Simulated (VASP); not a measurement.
The input files of a VASP run:

**KPOINTS**
```
Automatic mesh
0
Gamma
9 9 9
0 0 0
```

### INCAR
```
# general
SYSTEM   = GaN
PREC     = Accurate
ENCUT    = 520
LREAL    = .FALSE.
LASPH    = .TRUE.

# electronic loop
EDIFF    = 1E-6
NELM     = 100
ALGO     = Normal
LMAXMIX  = 4
LMIXTAU  = .TRUE.

# smearing
ISMEAR   = 0
SIGMA    = 0.05

# functional
METAGGA  = R2SCAN
LUSE_VDW = .TRUE.
BPARAM   = 11.95
CPARAM   = 0.0093

# ions
IBRION   = 2
NSW      = 60
ISIF     = 3
EDIFFG   = -0.01

# output
LWAVE    = .FALSE.
LCHARG   = .FALSE.
```

### POSCAR
```
GaN
1
    0.0000000000     2.2600000000     2.2600000000
    2.2600000000     0.0000000000     2.2600000000
    2.2600000000     2.2600000000     0.0000000000
Ga N
1 1
Direct
  0.0000000000   0.0000000000   0.0000000000
  0.2500000000   0.2500000000   0.2500000000
```

POTCAR, in this order: Ga_d N (PBE.64 set). Program: vasp_std.

Problem. Translate this r2SCAN+rVV10 calculation to Ansatz.

Solution. One equivalent input (not run):
Ansatz 0.2 input:
```yaml
crystal:
  lattice:
    - [0.0000000, 2.2600000, 2.2600000]
    - [2.2600000, 0.0000000, 2.2600000]
    - [2.2600000, 2.2600000, 0.0000000]
  atoms:
    - { symbol: Ga, position: [0.0000000, 0.0000000, 0.0000000] }
    - { symbol: N, position: [0.2500000, 0.2500000, 0.2500000] }
kpoints:
  mp_grid: { grid: [9, 9, 9] }
hamiltonian:
  xc: r2scan
  dispersion: rvv10
  pseudopotentials: { kind: paw }
scf:
  occupations: { method: gaussian, width: 0.05 }
  max_iter: 100
relax:
  max_steps: 60
  f_tol: 0.01
  cell: {}
output: { forces: true, stress: true, eigenvalues: true }
```
Limits of the translation: each code has its own PAW files, so the cut-off isn't converted (ENCUT is set for VASP's; basis.ecutwfc is left out, and Ansatz then takes the one that its files recommend); Ansatz stops its SCF on the density residual and VASP on the energy change (EDIFF).

The compound is GaN in the zinc blende structure, a metastable form; wurtzite is the usual one. This run relaxes it. Symmetry was kept, so distortions that lower it aren't found.
